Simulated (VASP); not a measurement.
The system is NiMoIrPdW.

```xyz
5
Lattice="4.1170 0.0000 0.0000 -2.0585 3.5655 0.0000 0.0000 0.0000 5.4458" Properties=species:S:1:pos:R:3 pbc="T T T"
Ni    0.0000    0.0000    5.2157
Mo    2.0585    1.1885    5.2367
Pd    2.0585    1.1885    2.5211
Ir    0.0000    2.3770    3.9521
W     0.0000    2.3770    1.2875
```

The cell was built by a generator and needn't be a form met in nature.

| Property | Result |
| --- | --- |
| Program | VASP 6.6.1 |
| Task | relaxation of cell and atoms |
| Functional | PBE |
| Dispersion | D2 |
| Potentials or basis | VASP PAW PBE potentials, release 64 (Ni, Mo_sv, Pd, Ir, W_sv) |
| Cutoff | 600 eV |
| k mesh | 8 × 8 × 5 |
| Occupations | fermi-dirac, width 0.05 eV |
| Spin | collinear spin, ferromagnetic start |
| Starting moments | [1.0, 1.0, 0.0, 0.6, 0.0] μB |

At the start: pressure -12.7 GPa; volume 15.99 Å³/atom.

Problem. How do energy, volume and symmetry change on relaxing?

Solution. Over 14 steps the energy falls by 42.7 meV/atom and the volume is 15.04 Å³/atom (-5.9 %); space group P3m1 (No. 156, to 0.05 Å); moment 0.00 μB per cell.

The path:
```csv
step,energy change (eV),largest force (eV/Å),pressure (GPa),volume (Å³)
1,0.0000,0.2626,-12.72,79.94
2,0.9087,1.0062,44.70,66.13
3,-0.2031,0.3204,-0.50,75.43
4,-0.2035,0.3301,0.07,75.26
5,-0.2035,0.3354,0.37,75.17
6,-0.2128,0.1014,0.28,75.13
7,-0.2128,0.0864,0.30,75.12
8,-0.2131,0.0365,-0.57,75.39
9,-0.2133,0.0400,-0.26,75.28
10,-0.2134,0.0274,0.14,75.15
11,-0.2134,0.0299,0.06,75.20
12,-0.2134,0.0304,0.03,75.20
13,-0.2135,0.0217,0.00,75.21
14,-0.2135,0.0108,-0.02,75.21
```

Final structure:
```cif
data_structure
_symmetry_space_group_name_H-M 'P 1'
_symmetry_Int_Tables_number 1
_cell_length_a 4.0134
_cell_length_b 4.0134
_cell_length_c 5.3917
_cell_angle_alpha 90.000
_cell_angle_beta 90.000
_cell_angle_gamma 120.000
_cell_volume 75.21
loop_
_atom_site_label
_atom_site_type_symbol
_atom_site_fract_x
_atom_site_fract_y
_atom_site_fract_z
_atom_site_occupancy
Ni1 Ni 0.00000 0.00000 0.95615 1
Mo1 Mo 0.66667 0.33333 0.96280 1
Pd1 Pd 0.66667 0.33333 0.46355 1
Ir1 Ir 0.33333 0.66667 0.72192 1
W1 W 0.33333 0.66667 0.24003 1
```

Caveat: atom-pairwise D2, TS and ULG terms overbind metals; pairwise dispersion overbinds metals, which lowers pressure and volume.
